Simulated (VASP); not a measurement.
Computed with MS2 meta-GGA, VASP's PBE PAW potentials (set 64) (plane waves; VASP).

The input files of a VASP run:

File KPOINTS:
```
Automatic mesh
0
Gamma
14 14 8
0 0 0
```

**POSCAR**
```
Ru
1
    1.3550000000    -2.3469290000     0.0000000000
    1.3550000000     2.3469290000     0.0000000000
    0.0000000000     0.0000000000     4.2800000000
Ru
2
Direct
  0.3333330000   0.6666670000   0.2500000000
  0.6666670000   0.3333330000   0.7500000000
```

**INCAR**
```
LWAVE = F
ENCUT = 520
SIGMA = 0.1
NSW = 60
LASPH = T   # aspherical one-centre terms
EDIFFG = -0.01   # ionic stop
SYSTEM = Ru
LMAXMIX = 4
PREC = Accurate
EDIFF = 1E-6   # SCF stop (eV)
ISMEAR = 1   # Methfessel-Paxton
METAGGA = MS2
LREAL = F
LMIXTAU = T
NELM = 100
IBRION = 2   # conjugate gradients
ALGO = Normal   # blocked Davidson
LCHARG = F
ISIF = 3   # ions, shape and volume
```

POTCAR, in this order: Ru_pv (PBE.64 set). Program: vasp_std.

Q: Estimate the energy per atom (σ→0), volume per atom, band gap (on the k-mesh).

A: 
| Property | Result |
|---|---|
| energy per atom (σ→0) | -7.851 eV/atom |
| band gap (on the k-mesh) | none (metal, semimetal or under 0.01 eV) |
| volume per atom | 13.46 Å^3/atom |

OSZICAR:
```
...
   5 F= -.15701744E+02 E0= -.15701278E+02  d E =-.159675E-04
       N       E                     dE             d eps       ncg     rms          rms(c)
DAV:   1    -0.157018248892E+02   -0.80820E-04   -0.29345E-03  4364   0.489E-01    0.519E-02
DAV:   2    -0.157017599148E+02    0.64974E-04   -0.87809E-05  4388   0.896E-02    0.219E-02
DAV:   3    -0.157017572460E+02    0.26688E-05   -0.41739E-05  5550   0.581E-02    0.662E-03
DAV:   4    -0.157017548147E+02    0.24313E-05   -0.71465E-06  4610   0.341E-02    0.185E-03
DAV:   5    -0.157017546205E+02    0.19425E-06   -0.32131E-06  4374   0.228E-02
   6 F= -.15701755E+02 E0= -.15701278E+02  d E =-.262061E-04
```

The compound is Ru in the hcp structure. This run relaxes it. Symmetry was kept, so distortions that lower it aren't found.
